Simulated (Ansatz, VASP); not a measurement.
# Te2As: VASP beside Ansatz

One calculation is typed for both programs; each brings its own data sets. How far apart do they land? The cell is generated by rule, not measured, and may not be a known phase. The cell is taken from a series of runs on this material, whose earlier steps may have relaxed, scaled, displaced or heated it; both programs get it as it stands.

Method: plane waves, with VASP 6.6.1 beside it; LDA, in Ansatz 0.2.0.

## Step 1: Set-up

The structure is orthorhombic, space group Cmcm (No. 63). Conventional cell: a = 7.683 Å, b = 6.021 Å, c = 7.519 Å, α = 90.00°, β = 90.00°, γ = 90.00°. Nearest to As lie 4 Te at 2.80 Å. Nearest to Te lie 2 As at 2.80 Å and 2 Te at 3.02 Å. Farther neighbours and most contacts between anions are not listed.

Structure file:

```cif
data_structure
_symmetry_space_group_name_H-M 'P 1'
_symmetry_Int_Tables_number 1
_cell_length_a 4.8809
_cell_length_b 4.8809
_cell_length_c 7.5188
_cell_angle_alpha 90.000
_cell_angle_beta 90.000
_cell_angle_gamma 76.170
_cell_volume 173.93
loop_
_atom_site_label
_atom_site_type_symbol
_atom_site_fract_x
_atom_site_fract_y
_atom_site_fract_z
_atom_site_occupancy
As1 As 0.08510 0.91490 0.25000 1
As2 As 0.91490 0.08510 0.75000 1
Te3 Te 0.26088 0.26088 0.00000 1
Te4 Te 0.73912 0.73912 0.50000 1
Te5 Te 0.26088 0.26088 0.50000 1
Te6 Te 0.73912 0.73912 0.00000 1
```

## Step 2: Ansatz: relaxation of cell and atoms, LDA, pair 1

Ansatz runs on its default PAW (the set named soft_2) files.

The relaxed volume is the usual yardstick between codes: in a stiff, nearly cubic crystal its relative difference is about their pressure difference at one cell divided by the bulk modulus.

The input, input.yaml:

```yaml
crystal:
  lattice:
    - [3.8417247198, -3.0106679785, 0.0]
    - [3.8417247198, 3.0106679785, 0.0]
    - [0.0, 0.0, 7.5188111586]
  atoms:
    - { symbol: As, position: [0.0851016513, 0.9148983487, 0.25] }
    - { symbol: As, position: [0.9148983487, 0.0851016513, 0.75] }
    - { symbol: Te, position: [0.2608775752, 0.2608775752, 0.0] }
    - { symbol: Te, position: [0.7391224248, 0.7391224248, 0.5] }
    - { symbol: Te, position: [0.2608775752, 0.2608775752, 0.5] }
    - { symbol: Te, position: [0.7391224248, 0.7391224248, 0.0] }
kpoints:
  mp_grid: { grid: [6, 6, 4] }
hamiltonian:
  xc: lda
scf:
  occupations: { method: methfessel_paxton, width: 0.15 }
output:
  forces: true
  stress: true
  eigenvalues: true
relax:
  adjacent_minimum: "off"
  f_tol: 0.001
  max_steps: 60
  cell: { stress_tol: 0.01 }
```

Launch:

```sh
ansatz run input.yaml --threads 8 --pin off --max-ram 14336MiB --backend cpu --events-out ev --progress --plain --runs-dir out
```

Numbers of over 12 decimals in the logs are rounded to 6 here.

Log:

```text
Engine: ansatz 0.2.0, aarch64-unknown-linux-gnu
Pseudopotentials: kind: paw
Pseudopotential: As, paw, valence charge 15, recommended cutoff 420 eV (normal), As.paw.azcp
Pseudopotential: Te, paw, valence charge 16, recommended cutoff 420 eV (normal), Te.paw.azcp
Functional definition: SPW92
  exchange = slater_x
  correlation = pw_c
Crystal: 6 atoms, lattice volume = 173.928 Å³
Basis set: ecut = 420 eV, 3359 PW (Γ)
Bands: 57, of which v1, the nominal top of the filled ones, is band 47 counted from 1 (46 counted from 0)
Symmetry: 8 space group operations
Space group: Cmcm (ITA 63), of the structure as read, at distance tolerance 5.6e-5 Å
k-points: 39 of 144
Non-local potential: As, projectors of the file, l = 0: 2, l = 1: 2, l = 2: 3, l = 3: 1
Non-local potential: Te, projectors of the file, l = 0: 2, l = 1: 2, l = 2: 2, l = 3: 2
PAW form: soft (Blöchl's): semilocal exchange-correlation on the pseudo side does not see the compensation charge
PAW frozen core: As, regenerated for the run's functional, and the local potential with it (the file was generated under x = pbe(κ = 0.804, μ = 0.219515), c = pbe(β = 0.066725))
PAW frozen core: Te, regenerated for the run's functional, and the local potential with it (the file was generated under x = pbe(κ = 0.804, μ = 0.219515), c = pbe(β = 0.066725))
PAW one-centre angular grid: As, 590 points (default); XC on 64 Gauss nodes
PAW one-centre angular grid: Te, 590 points (default); XC on 64 Gauss nodes
Initial density: superposition of atomic densities (neutral atoms: chi_scale 0, normalization atom), corrected by the library's trained network
Initial wavefunctions: pseudopotential atomic-orbital guess
Functional: x = slater, c = lda
SCF iter   1: F=—  HF=-36854.847724 eV  |F-HF|=—  |Δ(HF+E_count)|=         —  Δρ=4.70e-3  dr2=2.05e-2  ethr=1.77e-3  ⟨swp⟩=8.1  Hψ=9077  notcnv=0
preconditioner: auto → LDOS  [metal: Δε(μ)=0.078 eV  Ē_g=8.930 eV  σ=0.150 eV  W_gap=0.39  n_scr=40 (ndim 8)  ℏωp=16.4 eV  f_vac=0.037  D(μ)=1.41/eV (n_scr^D=2)  β→1.0]
SCF iter   2: F=—  HF=-36854.836651 eV  |F-HF|=—  |Δ(HF+E_count)|=   1.11e-2  S|Δr|=    0.00e0  Δρ=8.55e-4  dr2=1.58e-3  ethr=2.18e-5  ⟨swp⟩=2.1  Hψ=4132  notcnv=0
SCF iter   3: F=—  HF=-36854.836030 eV  |F-HF|=—  |Δ(HF+E_count)|=   6.21e-4  S|Δr|=    0.00e0  Δρ=2.74e-4  dr2=2.54e-4  ethr=1.68e-6  ⟨swp⟩=2.1  Hψ=3945  notcnv=0
SCF iter   4: F=—  HF=-36854.835944 eV  |F-HF|=—  |Δ(HF+E_count)|=   8.61e-5  S|Δr|=    0.00e0  Δρ=4.25e-5  dr2=3.78e-6  ethr=2.70e-7  ⟨swp⟩=3.0  Hψ=4085  notcnv=0
SCF iter   5: F=—  HF=-36854.835982 eV  |F-HF|=—  |Δ(HF+E_count)|=   3.80e-5  S|Δr|=    0.00e0  Δρ=1.18e-5  dr2=3.63e-7  ethr=4.03e-9  ⟨swp⟩=2.0  Hψ=3166  notcnv=0
SCF iter   6: F=-36854.835982 eV  HF=-36854.835982 eV  |F-HF|=2.94e-9  |Δ(HF+E_count)|=   7.20e-8  S|Δr|=    0.00e0  Δρ=3.30e-6  dr2=1.48e-8  ethr=1.06e-10  ⟨swp⟩=10.7  Hψ=10313  notcnv=0
SCF 1 converged in 6 iterations: F = -36854.835982 eV  dr2 = 1.48e-8
  greatest PAW one-centre occupation: 1.000 electrons in one spin orbital (limit 2), on the As atom at site 1 (counted from 0), in its partial waves of l = 2
relax step   1: F+E_penalty+E_count = -36854.83598159 eV  Δ(F+E_penalty+E_count) = +0.000e0 eV  max|allowed force component| = 6.526e-4 eV/Å  Δτ_max = 0.0000 Å  P = +0.001 GPa  Ω = 173.928 Å³  (6 SCF iters, dr2 threshold 1.00e-7 eV, accepted)
Initial density: handed on by an earlier stage of this run
Initial wavefunctions: pseudopotential atomic-orbital guess (no wavefunctions were taken with the density)
iter 1 solved again at ethr=2.56e-7 eV; its pass at ethr=3.10e-3 eV (dr2=2.41e-4 eV) is discarded
SCF iter   1: F=—  HF=-36854.835939 eV  |F-HF|=—  |Δ(HF+E_count)|=         —  Δρ=3.50e-6  dr2=1.72e-8  ethr=2.56e-7  ⟨swp⟩=3.2  Hψ=14216  notcnv=0
eigensolver tolerance schedule: the retry pair's looser diagonalisation over-reported the residual by 13989.65 of it (diagonalisation noise at an unbounded share of the residual, at the tolerance the schedule requests for it); recorded, not acted on — ethr = c·dr2/N_el stays at c = 1.0e-1
preconditioner: auto → LDOS  [metal: Δε(μ)=0.081 eV  Ē_g=8.922 eV  σ=0.150 eV  W_gap=0.41  n_scr=40 (ndim 8)  ℏωp=16.4 eV  f_vac=0.037  D(μ)=1.42/eV (n_scr^D=2)  β→1.0]
SCF iter   2: F=—  HF=-36854.835982 eV  |F-HF|=—  |Δ(HF+E_count)|=   4.25e-5  S|Δr|=    0.00e0  Δρ=2.14e-6  dr2=1.39e-8  ethr=1.83e-11  ⟨swp⟩=3.6  Hψ=4758  notcnv=0
SCF iter   3: F=—  HF=-36854.835982 eV  |F-HF|=—  |Δ(HF+E_count)|=   7.72e-9  S|Δr|=    0.00e0  Δρ=5.96e-7  dr2=6.73e-10  ethr=1.48e-11  ⟨swp⟩=2.0  Hψ=4054  notcnv=0
SCF iter   4: F=—  HF=-36854.835982 eV  |F-HF|=—  |Δ(HF+E_count)|=  2.18e-11  S|Δr|=    0.00e0  Δρ=1.82e-7  dr2=9.00e-11  ethr=1.00e-12  ⟨swp⟩=3.0  Hψ=4331  notcnv=0
SCF iter   5: F=—  HF=-36854.835982 eV  |F-HF|=—  |Δ(HF+E_count)|=  2.18e-11  S|Δr|=    0.00e0  Δρ=4.62e-8  dr2=6.63e-12  ethr=1.00e-12  ⟨swp⟩=1.0  Hψ=2223  notcnv=0
SCF iter   6: F=-36854.835982 eV  HF=-36854.835982 eV  |F-HF|=0.00e0  |Δ(HF+E_count)|=  7.28e-12  S|Δr|=    0.00e0  Δρ=1.17e-8  dr2=2.33e-13  ethr=1.00e-12  ⟨swp⟩=7.9  Hψ=9788  notcnv=0
SCF 2 converged in 6 iterations: F = -36854.835982 eV  dr2 = 2.33e-13
relax step   2: F+E_penalty+E_count = -36854.83598160 eV  Δ(F+E_penalty+E_count) = -5.850e-9 eV  max|allowed force component| = 6.573e-4 eV/Å  Δτ_max = 0.0000 Å  P = +0.001 GPa  Ω = 173.928 Å³  stress off target by 5.24e-3 GPa  SCF on the basis re-selected at this cell (its energy is not comparable with the rows above)  (6 SCF iters)
basis re-selected at this cell: Δ(F+E_penalty+E_count) = -5.850e-9 eV, ΔP = -0.000 GPa vs the last step (what re-selecting the basis moved, of the pressure what is left beyond the Pulay correction that the steps carried, after the strain that the cell walked since its last selection, with what the two solves' SCF thresholds leave and, on support functions, any second-order correction that the steps lacked; it is no m [...]
SCF converged after 6 iterations
Stability not checked: this state was not tested for a lower state beside it, because cold or Methfessel-Paxton smearing, or corrected tetrahedra, fill the levels in a way that the test cannot read (fill_not_monotonic; see scf.lower_state_search)
Free energy (F): -36854.835982 eV
Harris-Foulkes:  -36854.835982 eV  (|F-HF|=0.00e0)
Internal energy: -36854.841527 eV  (E = F + TS)
E sigma→0 (E₀):  -36854.837368 eV
Entropy (-TS):   0.005545 eV (0.924 meV/atom)
Fermi energy:    9.290015 eV
Step filling:    the computed levels leave a gap of 0.0815 eV = 0.5 smearing widths at the electron count; against every level under it full and every level over it empty, smearing changes F+E_penalty+E_count by +2.975 meV and its σ→0 estimate by +1.589 meV
--- Per-component energies (eV) ---
  E_band       = -1536.674551
  E_kinetic    = 933.731006
  E_local      = -8726.215873  (includes V_loc(G=0)·N_el)
  E_nonlocal   = -2551.029119
  E_hartree    = 5228.474260
  E_xc         = -654.158271
  E_vxc        = -579.320248  (∫ρ·V_xc dr)
  E_paw        = -21543.987135  (= ΣΔE_a)
  E_vpaw       = -1070.788024  (= ΣTr[D̂ρ^β])
  E_aug_tail   = -0.000814  (compensation charges beyond the density's cutoff)
  E_ewald      = -9548.520685
  E_core_change = 6.865105  (= ΣΔE_core)
  E_smearing   = 0.005545  (= −TS)
  E_closure    = -0.000000  (closes the sum)
  Σ components = -36854.835982   (vs F -36854.835982, Δ=0.00e0)
--- Forces (eV/Å), atoms counted from 1 ---
  atom   1  As     0.00000000     0.00047588     0.00000000
  atom   2  As     0.00000000    -0.00047588     0.00000000
  atom   3  Te     0.00065731     0.00000000     0.00000000
  atom   4  Te    -0.00065731     0.00000000     0.00000000
  atom   5  Te     0.00065731     0.00000000    -0.00000000
  atom   6  Te    -0.00065731     0.00000000     0.00000000
  max |Σ_I F_I| component: 0.00e0 eV/Å
--- Stress (GPa, compression-positive) ---
       -0.000785       0.000000       0.000000
        0.000000       0.005239       0.000000
        0.000000       0.000000      -0.001051
  P = ⅓ Tr σ = 0.0011 GPa (0.011 kbar)
--- Band table (eV; the first three rows and the last of 39) ---
  k-point 0: bands = [... 43 lower, 6.5674, 7.5579, 7.9923, 9.6657, 10.0658, 10.7708, 10.8470, 11.0038, ... 6 higher]
  k-point 1: bands = [... 43 lower, 7.1417, 7.8210, 7.9337, 9.1002, 9.4904, 10.4272, 10.5401, 11.4821, ... 6 higher]
  k-point 2: bands = [... 43 lower, 7.2063, 7.9549, 7.9549, 8.9538, 8.9538, 10.0568, 10.0568, 11.9345, ... 6 higher]
  k-point 38: bands = [... 43 lower, 7.7236, 9.0048, 9.0048, 9.6561, 9.6561, 11.1531, 11.1531, 12.5683, ... 6 higher]
--- Relaxed structure (1 steps of the walk, 1 accepted, 1 SCFs on fresh bases) ---
  F+E_penalty+E_count = -36854.83598160 eV   max|allowed force component| = 6.573e-4 eV/Å   (the final SCF, on the basis selected at the relaxed cell)
  cell:  # Å, volume = 173.9275 Å³
    - [3.8417247198, -3.0106679785, 0.0]
    - [3.8417247198, 3.0106679785, 0.0]
    - [0.0, 0.0, 7.5188111586]
  atoms:
    - { symbol: As, position: [0.085102, 0.9148983487, 0.250000] }
    - { symbol: As, position: [0.9148983487, 0.085102, 0.750000] }
    - { symbol: Te, position: [0.2608775752, 0.2608775752, 0.0] }
    - { symbol: Te, position: [0.7391224248, 0.7391224248, 0.500000] }
    - { symbol: Te, position: [0.2608775752, 0.2608775752, 0.500000] }
    - { symbol: Te, position: [0.7391224248, 0.7391224248, 0.0] }
```

[end of part 1 of 3]

[Lines on the potential files, build, host, timing and source positions are cut from VASP's logs without a mark.]

[Logs are printed without paths, hosts, clocks, repeated set-up lines and the standing remarks that a program may print on its own settings, such as how far it seeks lower states.]

[Hosts, paths, dates, database ids (printed as entryN), source tags and the programs' standing remarks are cut or masked in the printed files.]
